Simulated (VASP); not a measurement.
**GaN: relaxation of cell and atoms with PBE**

Crystal: GaN.

```
Ga N
1.0
     3.21715    0.00000    0.00000
    -1.60857    2.78613    0.00000
     0.00000    0.00000    5.24347
Ga N
2 2
Cartesian
  0.0000 1.8574 5.2395
  1.6086 0.9287 2.6178
  0.0000 1.8574 1.9703
  1.6086 0.9287 4.5920
```

- Program: VASP 6.6.1
- Task: relaxation of cell and atoms
- Functional: PBE
- Potentials or basis: VASP PAW PBE potentials, release 64 (Ga_d, N)
- Cutoff: 600 eV
- k mesh: 12 × 12 × 5
- Occupations: gaussian, width 0.03 eV
- Spin: no spin polarisation
- Further INCAR settings: ALGO = Normal; EDIFF = 1e-07; IBRION = 2; EDIFFG = -0.005; NSW = 90; ISIF = 3

The relaxed volume is 11.76 Å³/atom. The relaxed cell is a = 3.218 Å, b = 3.218 Å, c = 5.244 Å, α = 90.00°, β = 90.00°, γ = 120.00° and the space group after relaxing (to 0.05 Å) is P6_3mc (No. 186). The energy gained by relaxing is 0.0 meV/atom. The ionic steps are 3 and the pressure after relaxing is 0.0 GPa. The band gap on the k mesh is 1.72 eV, direct.

Forces in eV/Å, atoms in the order of the input:
```
Ga   0.000  0.000 -0.002
Ga   0.000  0.000 -0.002
N    0.000  0.000  0.002
N    0.000  0.000  0.002
```

Final structure:
```
Ga N
1.0
     3.21773    0.00000    0.00000
    -1.60886    2.78663    0.00000
     0.00000    0.00000    5.24405
Ga N
2 2
Cartesian
  0.0000 1.8578 5.2398
  1.6089 0.9289 2.6178
  0.0000 1.8578 1.9708
  1.6089 0.9289 4.5928
```

Levels at points of the mesh, in eV from the valence-band top:
```
           k point  band 16  band 17  band 18  band 19  band 20  band 21
(0.00, 0.00, 0.00)    -0.04     0.00     0.00     1.72     4.07     9.02
(0.50, 0.00, 0.00)    -2.64    -2.12    -0.96     4.98     5.37     5.98
```

It took 93 s on 2 MPI ranks on Intel(R) Xeon(R) Platinum 8259CL CPU @ 2.50GHz (Skylake/Cascade Lake) (shared host), peak memory 0.22 GiB a rank.

As with any semilocal functional, this PBE gap is likely too small.
